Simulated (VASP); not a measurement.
Shape and ions are relaxed at each volume.

Here is the system:

```xyz
3
Lattice="1.5057 -2.6080 0.0000 1.5057 2.6080 0.0000 0.0000 0.0000 3.1929" Properties=species:S:1:pos:R:3 pbc="T T T"
Ti     0.0000     0.0000     0.0000
B      1.5057     0.8693     1.5964
B      1.5057    -0.8693     1.5964
```

The numbers are results of PBE GGA with D3 dispersion (zero damping), VASP's PBE PAW potentials (set 64) (plane waves; VASP 6.6.1), not measurements. Numerical set-up: 520 eV cut-off, 12×12×10 Γ-centred mesh, first-order Methfessel-Paxton smearing of 0.10 eV, potentials Ti_sv B.

Give the energy at these volumes per atom, relative to the lowest: 7.86, 8.11, 8.36, 8.61, 8.86 Å³.

28.0, 6.7, 0.0, 5.9, 22.7 meV/atom. A third-order Birch-Murnaghan fit gives B0 = 268 GPa and B0′ = 3.9.

Measured: bulk modulus 240 GPa (computed value off by +11.5 %), as given by Synthesis of Binary Transition Metal Nitrides, Carbides and Borides from the Elements in the Laser-Heated Diamond …. The calculation is for a static lattice, while the measured bulk modulus holds thermal and zero-point effects, which are part of the difference.

The compound is TiB2 in the AlB2 type structure. It was relaxed first.
